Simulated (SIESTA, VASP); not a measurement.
A VASP calculation is set up with these files.

### KPOINTS
```
Automatic mesh
0
gamma
5 5 5
```

**POSCAR**
```
Li2S
1
    0.0000000000     2.8028000000     2.8028000000
    2.8028000000     0.0000000000     2.8028000000
    2.8028000000     2.8028000000     0.0000000000
Li S
2 1
Direct
  0.2496920000   0.2160720000   0.2586520000
  0.7315600000   0.7594370000   0.7287210000
  0.0187480000   0.0244910000   0.0126270000
```

**INCAR**
```
SYSTEM  =  Li2S
PREC  =  Accurate; ENCUT  =  400; LREAL  =  F
LASPH  =  T
EDIFF  =  1E-6; NELM  =  100; ALGO  =  Normal
ISMEAR  =  -1; SIGMA  =  0.02
GGA  =  PE
ISIF  =  2
LWAVE  =  F; LCHARG  =  F
```

POTCAR, in this order: Li_sv S (PBE.64 set). Program: vasp_std.

Problem. Translate it to SIESTA.

Solution. One input that does it (GGA PBE, numerical atomic orbitals TZP, PseudoDojo PBE standard norm-conserving potentials (rewritten from UPF to PSML)):
```
# files in the folder: Li.psml S.psml (PseudoDojo PBE standard)
SystemName  Li2S
SystemLabel siesta

NumberOfAtoms                3
NumberOfSpecies              2
%block ChemicalSpeciesLabel
  1 3 Li
  2 16 S
%endblock ChemicalSpeciesLabel
LatticeConstant              1.0 Ang
%block LatticeVectors
     0.000000000    2.802800000    2.802800000
     2.802800000    0.000000000    2.802800000
     2.802800000    2.802800000    0.000000000
%endblock LatticeVectors
AtomicCoordinatesFormat      Bohr
%block AtomicCoordinatesAndAtomicSpecies
     2.514387241    2.692456390    2.466930382  1
     7.882065131    7.734413921    7.897101964  1
     0.196596392    0.166178452    0.229016418  2
%endblock AtomicCoordinatesAndAtomicSpecies

XC.functional                GGA
XC.authors                   PBE
PAO.BasisSize                TZP
PAO.EnergyShift              0.01 Ry
PAO.Polarization.NonPerturbative true
MeshCutoff                   300 Ry
%block kgrid.MonkhorstPack
    5   0   0  0.0
    0   5   0  0.0
    0   0   5  0.0
%endblock kgrid.MonkhorstPack
OccupationFunction           FD
ElectronicTemperature        20.0 meV

MaxSCFIterations             150
SCF.Mixer.Method             Broyden
SCF.Mixer.Weight             0.1
SCF.Mixer.History            6
SCF.DM.Tolerance             1.0E-05
Diag.ParallelOverK           true
WriteForces                  true
```
Both inputs were run and reached self-consistency, which says nothing on mesh or cut-off. Potentials, basis and cut-offs are each code's own, so they don't translate, and total energies aren't comparable.

The structure is a typed Li2S crystal. The cell was not relaxed at this level, atoms are displaced from their ideal sites, and its volume differs by -5.9 % from the start's.
